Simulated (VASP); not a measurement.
Write the native input for VASP 6.6.1 that does the following.

```
Task                   : electron localisation function
Functional             : PBE
Potentials or basis    : VASP PAW PBE potentials, release 64 (Cl, In_d, I, H)
Cutoff                 : 520 eV
k mesh                 : 1 × 1 × 1
Occupations            : gaussian, width 0.01 eV
Spin                   : no spin polarisation
Further INCAR settings : ALGO = Fast; EDIFF = 1e-07
```

The structure of ClInIH lies in POSCAR:

```
InHICl
1.0
   12.0000000000      0.0000000000      0.0000000000
    0.0000000000     13.0000000000      0.0000000000
    0.0000000000      0.0000000000     11.0000000000
Cl In I H
1 1 1 1
Direct
    0.3788916700      0.5504615400      0.4383136400
    0.5526333300      0.5421461500      0.5304136400
    0.6218333300      0.3521230800      0.5678681800
    0.6232750000      0.6511076900      0.5673863600
```

One way to write it, as run:

INCAR

```
SYSTEM = InHICl
PREC = Accurate
ENCUT = 520
EDIFF = 1E-7
ISMEAR = 0
SIGMA = 0.01
LREAL = .False.
LASPH = .True.
NELM = 80
ALGO = Fast
ISIF = 2
LWAVE = .False.
LCHARG = .True.
GGA = PE
LELF = .True.
```

KPOINTS

```
Automatic mesh
0
Gamma
  1 1 1
  0 0 0
```

Potentials or basis: VASP PAW PBE potentials, release 64 (Cl, In_d, I, H).

Launch:

```console
$ cat potpaw_PBE.64/Cl/POTCAR potpaw_PBE.64/In_d/POTCAR potpaw_PBE.64/I/POTCAR potpaw_PBE.64/H/POTCAR > POTCAR
$ mpirun -np 1 vasp_gam > vasp.out
```

Results of the run:

| Property | Result |
| --- | --- |
| Largest force | 0.315 eV/Å |
| Gap between the frontier levels | 3.95 eV |

Caveat: spin-orbit coupling is left out, which moves the levels of the heavy elements.

Run time: 3 min on 1 thread of Intel(R) Xeon(R) Platinum 8488C (Sapphire Rapids) (shared host), peak memory 1.3 GiB.
